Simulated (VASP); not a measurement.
Energy against volume of CsCl (CsCl type). All values below come from optB86b-vdW, VASP's PBE PAW potentials (set 64) (plane waves; VASP).

```json
[
 {"V (Å³/atom)": "32.168", "E (eV/atom)": "-1.13817"},
 {"V (Å³/atom)": "33.195", "E (eV/atom)": "-1.14509"},
 {"V (Å³/atom)": "34.222", "E (eV/atom)": "-1.14741"},
 {"V (Å³/atom)": "35.248", "E (eV/atom)": "-1.14589"},
 {"V (Å³/atom)": "36.275", "E (eV/atom)": "-1.14119"}
]
```

Question: Fit a third-order Birch-Murnaghan equation of state.

Answer: 
```
Property                                        Result
---------------------------------------  -------------
volume per atom                          34.30 Å³/atom
bulk modulus                                  19.6 GPa
pressure derivative of the bulk modulus           5.18
lattice constant a                             4.093 Å
```

The compound is CsCl in the CsCl type structure. It was relaxed first.
